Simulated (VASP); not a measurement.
VASP input:

### INCAR
```
! general
SYSTEM   =  InP
PREC     =  Accurate
ENCUT    =  500
LREAL    =  .FALSE.
LASPH    =  .TRUE.   ! aspherical one-centre terms

! electronic loop
EDIFF    =  1E-6   ! SCF stop (eV)
NELM     =  100   ! most electronic steps
ALGO     =  Normal
LMAXMIX  =  4   ! l cut-off of mixed one-centre charges

! smearing
ISMEAR   =  0
SIGMA    =  0.05   ! width (eV)

! functional
GGA      =  PS

! ions
IBRION   =  2   ! conjugate gradients
NSW      =  40   ! most ionic steps
ISIF     =  3   ! ions, shape and volume
EDIFFG   =  -0.02
PSTRESS  =  200

! output
LWAVE    =  .FALSE.
LCHARG   =  .FALSE.
```

### KPOINTS
```
Automatic mesh
0
Gamma
7 7 4
0 0 0
```

**POSCAR**
```
InP
1
    3.9888098061    -0.0000000000    -0.0000000000
   -1.9944049032     3.4544114212     0.0000000000
    0.0000000000     0.0000000000     6.5644531514
In P
2 2
Direct
  0.3333330000   0.6666670000   0.0006403876
  0.6666670000   0.3333330000   0.5006403876
  0.3333330000   0.6666670000   0.3743596124
  0.6666670000   0.3333330000   0.8743596124
```

POTCAR, in this order: In_d P (PBE.64 set). Program: vasp_std.

**Question.** Write an equivalent input for Quantum ESPRESSO's pw.x.

**Answer.** One equivalent input (not run):
```
&CONTROL
  calculation = 'vc-relax'
  pseudo_dir = './pseudo'
  outdir = './out'
  tprnfor = .true.
  tstress = .true.
  nstep = 40
  forc_conv_thr = 0.00078
/
&SYSTEM
  ibrav = 0
  nat = 4
  ntyp = 2
  ecutwfc = 70
  occupations = 'smearing'
  smearing = 'gaussian'
  degauss = 0.003675
  input_dft = 'pbesol'
/
&ELECTRONS
  conv_thr = 7.3e-08
  electron_maxstep = 100
/
&IONS
/
&CELL
  press = 200
/
ATOMIC_SPECIES
  In 114.818 In.upf
  P 30.974 P.upf
CELL_PARAMETERS angstrom
     3.9888098   -0.0000000   -0.0000000
    -1.9944049    3.4544114    0.0000000
     0.0000000    0.0000000    6.5644532
ATOMIC_POSITIONS crystal
  In   0.3333330  0.6666670  0.0006404
  In   0.6666670  0.3333330  0.5006404
  P    0.3333330  0.6666670  0.3743596
  P    0.6666670  0.3333330  0.8743596
K_POINTS automatic
  7 7 4 0 0 0
```
The two are equivalent in intent, not identical: the potentials are each code's own (VASP's PAW set, PseudoDojo norm-conserving files in pw.x), so ENCUT and ecutwfc are chosen apart and not converted; conv_thr bounds pw.x's estimated SCF error, while EDIFF bounds the energy change between steps; forc_conv_thr acts on force components and is met together with etot_conv_thr.

The structure was generated: InP was put into the wurtzite type (P6_3mc), which need not be its known phase. This run relaxes it under an external pressure of 20 GPa. Symmetry was kept, so distortions that lower it aren't found.
